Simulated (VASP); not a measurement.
These are vdW-DF-cx, VASP's PBE PAW potentials (set 64) (plane waves; VASP) values and carry that method's errors.

The input files of a VASP run:

File KPOINTS:
```
Automatic mesh
0
Gamma
15 15 15
0 0 0
```

**INCAR**
```
# general
SYSTEM   = Rh
PREC     = Accurate
ENCUT    = 520
LREAL    = F
LASPH    = T

# electronic loop
EDIFF    = 1E-6
NELM     = 100
ALGO     = Normal
LMAXMIX  = 4

# smearing
ISMEAR   = 1
SIGMA    = 0.1

# functional
GGA      = CX
LUSE_VDW = T
AGGAC    = 0.0

# ions
IBRION   = 2
NSW      = 60
ISIF     = 3
EDIFFG   = -0.01

# output
LWAVE    = F
LCHARG   = F
```

**POSCAR**
```
Rh
1
    0.0000000000     1.9000000000     1.9000000000
    1.9000000000     0.0000000000     1.9000000000
    1.9000000000     1.9000000000     0.0000000000
Rh
1
Direct
  0.0000000000   0.0000000000   0.0000000000
```

POTCAR, in this order: Rh_pv (PBE.64 set). Program: vasp_std.

Output of the run:

### OUTCAR
```
 ion  position               nearest neighbor table
   1  0.000  0.000  0.000-
  LATTYP: Found a face centered cubic cell.
 ALAT       =     3.8000000000
 Subroutine PRICEL returns:
 Original cell was already a primitive cell.
 Subroutine GETGRP returns: Found 48 space group operations
The static configuration has the point symmetry O_h .
The dynamic configuration has the point symmetry O_h .
 Subroutine INISYM returns: Found 48 space group operations
 Subroutine IBZKPT returns following result:
 Found    120 irreducible k-points:

 Following reciprocal coordinates:
            Coordinates               Weight
  0.000000  0.000000  0.000000      1.000000
  0.066667  0.000000  0.000000      8.000000
  0.133333  0.000000  0.000000      8.000000
  0.200000  0.000000  0.000000      8.000000
  0.266667  0.000000  0.000000      8.000000
  0.333333  0.000000  0.000000      8.000000
  0.400000  0.000000  0.000000      8.000000
  0.466667  0.000000  0.000000      8.000000
  0.066667  0.066667  0.000000      6.000000
  0.133333  0.066667  0.000000     24.000000
  0.200000  0.066667  0.000000     24.000000
  0.266667  0.066667  0.000000     24.000000
  0.333333  0.066667  0.000000     24.000000
  0.400000  0.066667  0.000000     24.000000
  0.466667  0.066667  0.000000     24.000000
 -0.466667  0.066667  0.000000     24.000000
 -0.400000  0.066667  0.000000     24.000000
 -0.333333  0.066667  0.000000     24.000000
 -0.266667  0.066667  0.000000     24.000000
 -0.200000  0.066667  0.000000     24.000000
 -0.133333  0.066667  0.000000     24.000000
 -0.066667  0.066667  0.000000     12.000000
  0.133333  0.133333  0.000000      6.000000
  0.200000  0.133333  0.000000     24.000000
  0.266667  0.133333  0.000000     24.000000
...
```

OSZICAR:
```
       N       E                     dE             d eps       ncg     rms          rms(c)
DAV:   1     0.117769822380E+03    0.11777E+03   -0.94246E+03  2659   0.147E+03
DAV:   2    -0.349025519468E+01   -0.12126E+03   -0.11604E+03  2691   0.386E+02
DAV:   3    -0.494619071398E+01   -0.14559E+01   -0.14517E+01  3048   0.486E+01
DAV:   4    -0.495520963607E+01   -0.90189E-02   -0.90180E-02  2865   0.394E+00
DAV:   5    -0.495535609318E+01   -0.14646E-03   -0.14645E-03  3035   0.463E-01    0.107E+01
DAV:   6    -0.440436490050E+01    0.55099E+00   -0.12881E+00  2751   0.169E+01    0.346E+00
DAV:   7    -0.438441750550E+01    0.19947E-01   -0.24272E-02  3027   0.201E+00    0.163E+00
DAV:   8    -0.437992775230E+01    0.44898E-02   -0.37778E-03  2763   0.997E-01    0.190E-01
DAV:   9    -0.437979802257E+01    0.12973E-03   -0.95980E-05  3093   0.160E-01    0.239E-02
DAV:  10    -0.437980447410E+01   -0.64515E-05   -0.35940E-06  2871   0.276E-02    0.227E-03
DAV:  11    -0.437980453742E+01   -0.63324E-07   -0.22872E-07  1587   0.705E-03
   1 F= -.43798045E+01 E0= -.43797771E+01  d E =-.437980E+01
       N       E                     dE             d eps       ncg     rms          rms(c)
DAV:   1    -0.486392004366E+01   -0.48412E+00   -0.73532E+00  2772   0.448E+01    0.576E+00
DAV:   2    -0.437614989076E+01    0.48777E+00   -0.11406E+00  2727   0.165E+01    0.857E-01
DAV:   3    -0.436951582388E+01    0.66341E-02   -0.20874E-02  2964   0.203E+00    0.546E-01
DAV:   4    -0.437041577971E+01   -0.89996E-03   -0.28356E-03  2802   0.742E-01    0.666E-02
DAV:   5    -0.437051235572E+01   -0.96576E-04   -0.79750E-05  3081   0.116E-01    0.202E-02
DAV:   6    -0.437049286197E+01    0.19494E-04   -0.49167E-06  2769   0.350E-02    0.190E-03
DAV:   7    -0.437049292854E+01   -0.66571E-07   -0.72120E-08  1548   0.392E-03
   2 F= -.43704929E+01 E0= -.43704732E+01  d E =0.931161E-02
       N       E                     dE             d eps       ncg     rms          rms(c)
DAV:   1    -0.464215503863E+01   -0.27166E+00   -0.39091E+00  2763   0.335E+01    0.358E+00
DAV:   2    -0.438166112798E+01    0.26049E+00   -0.65420E-01  2724   0.123E+01    0.783E-01
DAV:   3    -0.438075572539E+01    0.90540E-03   -0.59064E-03  2946   0.102E+00    0.433E-01
DAV:   4    -0.438137428320E+01   -0.61856E-03   -0.14492E-03  2793   0.513E-01    0.385E-02
DAV:   5    -0.438140901203E+01   -0.34729E-04   -0.34761E-05  3114   0.718E-02    0.178E-02
DAV:   6    -0.438140450540E+01    0.45066E-05   -0.27655E-06  2608   0.265E-02    0.258E-03
DAV:   7    -0.438140421883E+01    0.28657E-06   -0.41116E-08  1458   0.294E-03
   3 F= -.43814042E+01 E0= -.43813794E+01  d E =-.159968E-02
```

**OUTCAR**
```
------------------------ aborting loop because EDIFF is reached ----------------------------------------
  FORCE on cell =-STRESS in cart. coord.  units (eV):
  Direction    XX          YY          ZZ          XY          YZ          ZX
  --------------------------------------------------------------------------------------
  Total       -0.0023856     -0.0023856     -0.0023856     -0.0000000      0.0000000      0.0000000
  in kB       -0.2818091     -0.2818091     -0.2818091     -0.0000000      0.0000000      0.0000000
  external PRESSURE =      -0.2818091 kB  Pullay stress =       0.0000000 kB
  volume of cell :       13.56
      direct lattice vectors                 reciprocal lattice vectors
     0.000000000  1.892806527  1.892806527    -0.264158007  0.264158007  0.264158007
     1.892806527  0.000000000  1.892806527     0.264158007 -0.264158007  0.264158007
     1.892806527  1.892806527 -0.000000000     0.264158007  0.264158007 -0.264158007
 POSITION                                       TOTAL-FORCE (eV/Angst)
 -----------------------------------------------------------------------------------
      0.00000      0.00000      0.00000        -0.000000      0.000000     -0.000000
 -----------------------------------------------------------------------------------
    total drift:                                0.000000     -0.000000      0.000000
  FREE ENERGIE OF THE ION-ELECTRON SYSTEM (eV)
  ---------------------------------------------------
  free  energy   TOTEN  =        -4.3814042188 eV

  energy  without entropy=       -4.3813297723  energy(sigma->0) =       -4.38137940

 reached required accuracy - stopping structural energy minimisation
```
(Selected blocks of OUTCAR.)

### CONTCAR
```
Rh
   1.00000000000000
     0.0000000000000000    1.8928065266166814    1.8928065266166814
     1.8928065266166814    0.0000000000000000    1.8928065266166814
     1.8928065266166814    1.8928065266166814   -0.0000000000000000
  Rh
     1
Direct
     0.0000000000000000    0.0000000000000000    0.0000000000000000
```

**OUTCAR**
```
 val. band max:       12.0255744141   @ k =   0.3333   0.1333   0.0000

 cond. band min:      12.0410047574   @ k =  -0.4667   0.4000   0.0000


 Fermi energy:        12.0395613933

 k-point     1 :       0.0000    0.0000    0.0000
  band No.  band energies     occupation
      1     -34.3451      2.00000
      2     -34.3451      2.00000
      3     -34.3451      2.00000
      4       3.9140      2.00000
      5       8.8570      2.00000
      6       8.8570      2.00000
      7       8.8570      2.00000
      8      10.9978      2.00000
      9      10.9978      2.00000
     10      28.0315      0.00000
     11      32.3209      0.00000

 k-point     2 :       0.0667    0.0000    0.0000
  band No.  band energies     occupation
      1     -34.3796      2.00000
      2     -34.3497      2.00000
      3     -34.3497      2.00000
      4       4.0955      2.00000
      5       8.7767      2.00000
      6       8.9280      2.00000
      7       8.9280      2.00000
      8      10.9580      2.00000
      9      10.9580      2.00000
     10      28.2971      0.00000
     11      32.3125      0.00000

 k-point     3 :       0.1333    0.0000    0.0000
  band No.  band energies     occupation
      1     -34.4766      2.00000
      2     -34.3628      2.00000
      3     -34.3628      2.00000
      4       4.6033      2.00000
      5       8.5958      2.00000
      6       9.0997      2.00000
      7       9.0997      2.00000
      8      10.8892      2.00000
      9      10.8892      2.00000
     10      28.9657      0.00000
     11      30.7301      0.00000

 k-point     4 :       0.2000    0.0000    0.0000
  band No.  band energies     occupation
      1     -34.6177      2.00000
      2     -34.3820      2.00000
      3     -34.3820      2.00000
      4       5.2904      2.00000
      5       8.5110      2.00000
      6       9.2365      2.00000
      7       9.2365      2.00000
      8      10.9451      2.00000
      9      10.9451      2.00000
...
```

The compound is Rh in the fcc structure. This run relaxes it. Symmetry was kept, so distortions that lower it aren't found.
